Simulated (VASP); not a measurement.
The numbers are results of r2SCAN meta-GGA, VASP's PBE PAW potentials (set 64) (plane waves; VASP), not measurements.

The input files of a VASP run:

### INCAR
```
! general
SYSTEM   =  Ir
PREC     =  Normal
ENCUT    =  400
LREAL    =  .FALSE.   ! projection in real space or not
LASPH    =  .TRUE.

! electronic loop
EDIFF    =  1E-5
NELM     =  100   ! most electronic steps
NELMIN   =  4
ALGO     =  Normal   ! blocked Davidson
LMAXMIX  =  6   ! l cut-off of mixed one-centre charges
LMIXTAU  =  .TRUE.

! smearing
ISMEAR   =  1
SIGMA    =  0.1   ! width (eV)

! functional
METAGGA  =  R2SCAN

! ions
IBRION   =  2   ! conjugate gradients
NSW      =  20   ! most ionic steps
ISIF     =  2
EDIFFG   =  -0.03   ! ionic stop

! output
LWAVE    =  .FALSE.
LCHARG   =  .FALSE.
```

File KPOINTS:
```
K-points
0
Gamma
18 18 18
0 0 0
```

File POSCAR:
```
Ir
1.0
  0.0000000000   1.9259727814   1.9259727814
  1.9259727814   0.0000000000   1.9259727814
  1.9259727814   1.9259727814   0.0000000000
Ir
1
Cart
  0.0000000000   0.0000000000   0.0000000000
```

POTCAR, in this order: Ir (PBE.64 set). Program: vasp_std.

What VASP printed:

OUTCAR:
```
 ion  position               nearest neighbor table
   1  0.000  0.000  0.000-
  LATTYP: Found a face centered cubic cell.
 ALAT       =     3.8519455628
 Subroutine PRICEL returns:
 Original cell was already a primitive cell.
 Subroutine GETGRP returns: Found 48 space group operations
The static configuration has the point symmetry O_h .
The dynamic configuration has the point symmetry O_h .
 Subroutine INISYM returns: Found 48 space group operations
 Subroutine IBZKPT returns following result:
 Found    195 irreducible k-points:

 Following reciprocal coordinates:
            Coordinates               Weight
  0.000000  0.000000  0.000000      1.000000
  0.055556  0.000000  0.000000      8.000000
  0.111111  0.000000  0.000000      8.000000
  0.166667  0.000000  0.000000      8.000000
  0.222222  0.000000  0.000000      8.000000
  0.277778  0.000000  0.000000      8.000000
  0.333333  0.000000  0.000000      8.000000
  0.388889  0.000000  0.000000      8.000000
  0.444444  0.000000  0.000000      8.000000
  0.500000  0.000000  0.000000      4.000000
  0.055556  0.055556  0.000000      6.000000
  0.111111  0.055556  0.000000     24.000000
  0.166667  0.055556  0.000000     24.000000
  0.222222  0.055556  0.000000     24.000000
  0.277778  0.055556  0.000000     24.000000
  0.333333  0.055556  0.000000     24.000000
  0.388889  0.055556  0.000000     24.000000
  0.444444  0.055556  0.000000     24.000000
  0.500000  0.055556  0.000000     24.000000
 -0.444444  0.055556  0.000000     24.000000
 -0.388889  0.055556  0.000000     24.000000
 -0.333333  0.055556  0.000000     24.000000
 -0.277778  0.055556  0.000000     24.000000
 -0.222222  0.055556  0.000000     24.000000
 -0.166667  0.055556  0.000000     24.000000
...
```

**OSZICAR**
```
       N       E                     dE             d eps       ncg     rms          rms(c)
DAV:   1    -0.108312743201E+02   -0.10831E+02   -0.39876E+03  3296   0.845E+02
DAV:   2    -0.541687785413E+02   -0.43338E+02   -0.41019E+02  3120   0.192E+02
DAV:   3    -0.547098625376E+02   -0.54108E+00   -0.54063E+00  4536   0.286E+01
DAV:   4    -0.547133650639E+02   -0.35025E-02   -0.35023E-02  4008   0.163E+00
DAV:   5    -0.547133878760E+02   -0.22812E-04   -0.22812E-04  4616   0.819E-02    0.154E+01
DAV:   6    -0.519143086145E+02    0.27991E+01   -0.26696E+00  3560   0.202E+01    0.511E+00
DAV:   7    -0.522358392780E+02   -0.32153E+00   -0.26645E-01  3136   0.533E+00    0.345E+00
DAV:   8    -0.520604264713E+02    0.17541E+00   -0.34650E-01  3152   0.450E+00    0.123E+00
DAV:   9    -0.523608718126E+02   -0.30045E+00   -0.10606E-01  3136   0.242E+00    0.326E-01
DAV:  10    -0.523670018413E+02   -0.61300E-02   -0.50594E-03  3576   0.634E-01    0.114E-01
DAV:  11    -0.523639024084E+02    0.30994E-02   -0.25590E-03  3576   0.545E-01    0.134E-01
DAV:  12    -0.523677394269E+02   -0.38370E-02   -0.19151E-03  3464   0.381E-01    0.139E-02
DAV:  13    -0.523679814810E+02   -0.24205E-03   -0.34040E-04  4088   0.151E-01    0.183E-02
DAV:  14    -0.523679837219E+02   -0.22409E-05   -0.37400E-06  2776   0.191E-02
   1 F= -.52367984E+02 E0= -.52368079E+02  d E =-.523680E+02
```

File OUTCAR:
```
------------------------ aborting loop because EDIFF is reached ----------------------------------------
  FORCE on cell =-STRESS in cart. coord.  units (eV):
  Direction    XX          YY          ZZ          XY          YZ          ZX
  --------------------------------------------------------------------------------------
  Total        0.0182483      0.0182483      0.0182483      0.0000000     -0.0000000      0.0000000
  in kB        2.0462247      2.0462247      2.0462247      0.0000000     -0.0000000      0.0000000
  external PRESSURE =       2.0462247 kB  Pullay stress =       0.0000000 kB
  volume of cell :       14.29
      direct lattice vectors                 reciprocal lattice vectors
     0.000000000  1.925972781  1.925972781    -0.259609069  0.259609069  0.259609069
     1.925972781  0.000000000  1.925972781     0.259609069 -0.259609069  0.259609069
     1.925972781  1.925972781  0.000000000     0.259609069  0.259609069 -0.259609069
 POSITION                                       TOTAL-FORCE (eV/Angst)
 -----------------------------------------------------------------------------------
      0.00000      0.00000      0.00000        -0.000000     -0.000000      0.000000
 -----------------------------------------------------------------------------------
    total drift:                               -0.000000     -0.000000     -0.000000
  FREE ENERGIE OF THE ION-ELECTRON SYSTEM (eV)
  ---------------------------------------------------
  free  energy   TOTEN  =       -52.3679837219 eV

  energy  without entropy=      -52.3682701312  energy(sigma->0) =      -52.36807919

 reached required accuracy - stopping structural energy minimisation
```
(Selected blocks of OUTCAR.)

OUTCAR:
```
 val. band max:       10.0514215650   @ k =   0.5000   0.2222   0.1111

 cond. band min:      10.0629894885   @ k =  -0.3333   0.3333   0.0000


 Fermi energy:        10.0575053321

 k-point     1 :       0.0000    0.0000    0.0000
  band No.  band energies     occupation
      1      -1.4134      2.00000
      2       6.0646      2.00000
      3       6.0646      2.00000
      4       6.0646      2.00000
      5       8.7327      2.00000
      6       8.7327      2.00000
      7      25.1284      0.00000
      8      30.9318      0.00000

 k-point     2 :       0.0556    0.0000    0.0000
  band No.  band energies     occupation
      1      -1.2712      2.00000
      2       5.9880      2.00000
      3       6.1264      2.00000
      4       6.1264      2.00000
      5       8.6934      2.00000
      6       8.6934      2.00000
      7      25.3708      0.00000
      8      30.1916      0.00000

 k-point     3 :       0.1111    0.0000    0.0000
  band No.  band energies     occupation
      1      -0.8589      2.00000
      2       5.7916      2.00000
      3       6.2874      2.00000
      4       6.2874      2.00000
      5       8.6089      2.00000
      6       8.6089      2.00000
      7      26.0356      0.00000
      8      28.6990      0.00000

 k-point     4 :       0.1667    0.0000    0.0000
  band No.  band energies     occupation
      1      -0.2272      2.00000
      2       5.5692      2.00000
      3       6.4643      2.00000
      4       6.4643      2.00000
      5       8.5829      2.00000
      6       8.5829      2.00000
      7      26.8242      0.00000
      8      27.1614      0.00000

 k-point     5 :       0.2222    0.0000    0.0000
  band No.  band energies     occupation
      1       0.5146      2.00000
      2       5.4734      2.00000
      3       6.5285      2.00000
      4       6.5285      2.00000
      5       8.7620      2.00000
      6       8.7620      2.00000
      7      25.4075      0.00000
...
```

Unless said otherwise, spin-orbit coupling is left out, though it shifts the bands of the heavy elements here.

The compound is Ir in the fcc structure. It was relaxed first.
